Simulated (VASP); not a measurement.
These are PBE GGA, VASP's PBE PAW potentials (set 64) (plane waves; VASP) values and carry that method's errors.

VASP input:

**INCAR**
```
# general
SYSTEM = F2 molecule
PREC   = Normal
ENCUT  = 400
LREAL  = F   # projection in real space or not
LASPH  = T   # aspherical one-centre terms

# electronic loop
EDIFF  = 1E-5   # SCF stop (eV)
NELM   = 100   # most electronic steps
NELMIN = 4
ALGO   = Normal

# smearing
ISMEAR = 0
SIGMA  = 0.01   # width (eV)

# functional
GGA    = PE

# ions
IBRION = 2   # conjugate gradients
NSW    = 50   # most ionic steps
ISIF   = 2
EDIFFG = -0.03   # ionic stop

# output
LWAVE  = T
LCHARG = F
```

POSCAR:
```
F2 molecule
1
   11.0000000000     0.0000000000     0.0000000000
    0.0000000000    11.5000000000     0.0000000000
    0.0000000000     0.0000000000    12.0000000000
F
2
Direct
  0.5000000000   0.5000000000   0.4412500000
  0.5000000000   0.5000000000   0.5587500000
```

File KPOINTS:
```
kpoints
0
Gamma
  1 1 1
0 0 0
```

POTCAR, in this order: F (PBE.64 set). Program: vasp_gam.

Output

OUTCAR:
```
 ion  position               nearest neighbor table
   1  0.500  0.500  0.441-   2 1.41
   2  0.500  0.500  0.559-   1 1.41
  LATTYP: Found a simple orthorhombic cell.
 ALAT       =    11.0000000000
 B/A-ratio  =     1.0454545455
 C/A-ratio  =     1.0909090909
 Subroutine PRICEL returns:
 Original cell was already a primitive cell.
 Subroutine GETGRP returns: Found  8 space group operations
The static configuration has the point symmetry D_2h.
The dynamic configuration has the point symmetry D_2h.
 Subroutine INISYM returns: Found  8 space group operations
 Subroutine IBZKPT returns following result:
 Found      1 irreducible k-points:

 Following reciprocal coordinates:
            Coordinates               Weight
  0.000000  0.000000  0.000000      1.000000
   k-points           NKPTS =      1   k-points in BZ     NKDIM =      1   number of bands    NBANDS=     11
   number of dos      NEDOS =    301   number of ions     NIONS =      2
   total plane-waves  NPLWV = 181440
   dimension x,y,z NGX =    54 NGY =   56 NGZ =   60
   dimension x,y,z NGXF=   108 NGYF=  112 NGZF=  120
   ions per type =               2
   PREC   = normal    normal or accurate (medium, high low for compatibility)
   ISTART =      0    job   : 0-new  1-cont  2-samecut
   ICHARG =      2    charge: 1-file 2-atom 10-const
   ISPIN  =      1    spin polarized calculation?
   LNONCOLLINEAR =      F non collinear calculations
   LSORBIT =      F    spin-orbit coupling
   INIWAV =      1    electr: 0-lowe 1-rand  2-diag
   ENCUT  =  400.0 eV  29.40 Ry    5.42 a.u.  17.94 18.75 19.57*2*pi/ulx,y,z
   NELM   =    100;   NELMIN=  4; NELMDL= -5     # of ELM steps
   EDIFF  = 0.1E-04   stopping-criterion for ELM
   LREAL  =      F    real-space projection
   NLSPLINE    = F    spline interpolate recip. space projectors
   LMAXMIX     =    2 max onsite mixed and CHGCAR
   VOSKOWN=      0    Vosko Wilk Nusair interpolation
   EDIFFG = -.3E-01   stopping-criterion for IOM
...
```

File OSZICAR:
```
       N       E                     dE             d eps       ncg     rms          rms(c)
DAV:   1     0.161434960051E+03    0.16143E+03   -0.32335E+03    30   0.593E+02
DAV:   2     0.720430823714E+02   -0.89392E+02   -0.82540E+02    28   0.141E+02
DAV:   3     0.102282520413E+02   -0.61815E+02   -0.53725E+02    28   0.106E+02
DAV:   4    -0.420231232465E+01   -0.14431E+02   -0.14191E+02    30   0.638E+01
DAV:   5    -0.443715370907E+01   -0.23484E+00   -0.23469E+00    28   0.613E+00    0.797E+00
DAV:   6    -0.375779097188E+01    0.67936E+00   -0.39935E-01    33   0.702E+00    0.446E+00
DAV:   7    -0.361289642537E+01    0.14489E+00   -0.38849E-01    22   0.708E+00    0.494E-01
DAV:   8    -0.361175793271E+01    0.11385E-02   -0.50759E-02    25   0.183E+00    0.888E-02
DAV:   9    -0.361200281657E+01   -0.24488E-03   -0.66146E-04    30   0.224E-01    0.497E-02
DAV:  10    -0.361262461221E+01   -0.62180E-03   -0.18197E-04    30   0.118E-01    0.170E-02
DAV:  11    -0.361288173456E+01   -0.25712E-03   -0.29459E-05    30   0.439E-02    0.754E-03
DAV:  12    -0.361301103292E+01   -0.12930E-03   -0.52346E-06    22   0.174E-02    0.435E-03
DAV:  13    -0.361331632319E+01   -0.30529E-03   -0.30206E-05    30   0.297E-02    0.225E-03
DAV:  14    -0.361337800997E+01   -0.61687E-04   -0.18932E-06    30   0.882E-03    0.228E-03
DAV:  15    -0.361343180359E+01   -0.53794E-04   -0.15794E-06    25   0.861E-03    0.940E-04
DAV:  16    -0.361344607303E+01   -0.14269E-04   -0.29637E-07    17   0.371E-03    0.402E-04
DAV:  17    -0.361345017663E+01   -0.41036E-05   -0.11542E-07    17   0.226E-03
   1 F= -.36134502E+01 E0= -.36134502E+01  d E =-.361345E+01
       N       E                     dE             d eps       ncg     rms          rms(c)
DAV:   1    -0.358974691706E+01    0.23699E-01   -0.88419E+00    22   0.308E+01    0.948E-01
DAV:   2    -0.358962750297E+01    0.11941E-03   -0.10607E-01    22   0.335E+00    0.489E-01
DAV:   3    -0.359460526192E+01   -0.49778E-02   -0.24943E-03    22   0.513E-01    0.151E-01
DAV:   4    -0.359625050628E+01   -0.16452E-02   -0.13686E-04    25   0.117E-01    0.347E-02
DAV:   5    -0.359670209972E+01   -0.45159E-03   -0.37481E-05    28   0.718E-02    0.591E-03
DAV:   6    -0.359673545632E+01   -0.33357E-04   -0.24262E-06    17   0.138E-02    0.139E-03
DAV:   7    -0.359675138797E+01   -0.15932E-04   -0.94606E-07    14   0.594E-03    0.113E-03
DAV:   8    -0.359677002696E+01   -0.18639E-04   -0.97765E-07    14   0.588E-03    0.562E-04
DAV:   9    -0.359678423039E+01   -0.14203E-04   -0.69726E-07    14   0.491E-03    0.548E-04
DAV:  10    -0.359678791568E+01   -0.36853E-05   -0.20629E-07    17   0.312E-03
   2 F= -.35967879E+01 E0= -.35967879E+01  d E =0.166623E-01
       N       E                     dE             d eps       ncg     rms          rms(c)
DAV:   1    -0.361253659928E+01   -0.15752E-01   -0.46229E+00    22   0.224E+01    0.673E-01
DAV:   2    -0.361140561970E+01    0.11310E-02   -0.55951E-02    22   0.244E+00    0.365E-01
DAV:   3    -0.361550036886E+01   -0.40947E-02   -0.22380E-03    22   0.480E-01    0.970E-02
DAV:   4    -0.361630281485E+01   -0.80245E-03   -0.14534E-04    25   0.130E-01    0.337E-02
DAV:   5    -0.361655574708E+01   -0.25293E-03   -0.20630E-05    25   0.440E-02    0.406E-03
DAV:   6    -0.361657401208E+01   -0.18265E-04   -0.12097E-06    17   0.981E-03    0.118E-03
DAV:   7    -0.361658315271E+01   -0.91406E-05   -0.75473E-07    25   0.519E-03
   3 F= -.36165832E+01 E0= -.36165832E+01  d E =-.313298E-02
```

### OUTCAR
```
------------------------ aborting loop because EDIFF is reached ----------------------------------------
  FORCE on cell =-STRESS in cart. coord.  units (eV):
  Direction    XX          YY          ZZ          XY          YZ          ZX
  --------------------------------------------------------------------------------------
  Total       -2.9058448     -2.8231759     -1.8112923      0.0000000      0.0000000      0.0000000
  in kB       -3.0669820     -2.9797288     -1.9117335      0.0000000      0.0000000      0.0000000
  external PRESSURE =      -2.6528148 kB  Pullay stress =       0.0000000 kB
  volume of cell :     1518.00
      direct lattice vectors                 reciprocal lattice vectors
    11.000000000  0.000000000  0.000000000     0.090909091  0.000000000  0.000000000
     0.000000000 11.500000000  0.000000000     0.000000000  0.086956522  0.000000000
     0.000000000  0.000000000 12.000000000     0.000000000  0.000000000  0.083333333
 POSITION                                       TOTAL-FORCE (eV/Angst)
 -----------------------------------------------------------------------------------
      5.50000      5.75000      5.28848         0.000000      0.000000      0.000859
      5.50000      5.75000      6.71152         0.000000      0.000000     -0.000859
 -----------------------------------------------------------------------------------
    total drift:                                0.000000      0.000000      0.000000
  FREE ENERGIE OF THE ION-ELECTRON SYSTEM (eV)
  ---------------------------------------------------
  free  energy   TOTEN  =        -3.6165831527 eV

  energy  without entropy=       -3.6165831527  energy(sigma->0) =       -3.61658315

 reached required accuracy - stopping structural energy minimisation
```
(Selected blocks of OUTCAR.)

**CONTCAR**
```
F2 molecule
   1.00000000000000
    11.0000000000000000    0.0000000000000000    0.0000000000000000
     0.0000000000000000   11.5000000000000000    0.0000000000000000
     0.0000000000000000    0.0000000000000000   12.0000000000000000
  F
     2
Direct
     0.5000000000000000    0.5000000000000000    0.4407067212429567
     0.5000000000000000    0.5000000000000000    0.5592932787570434
```

At this cut-off the stress carries a Pulay error, which pulls relaxed volumes low.

The cell is a molecule in a box.
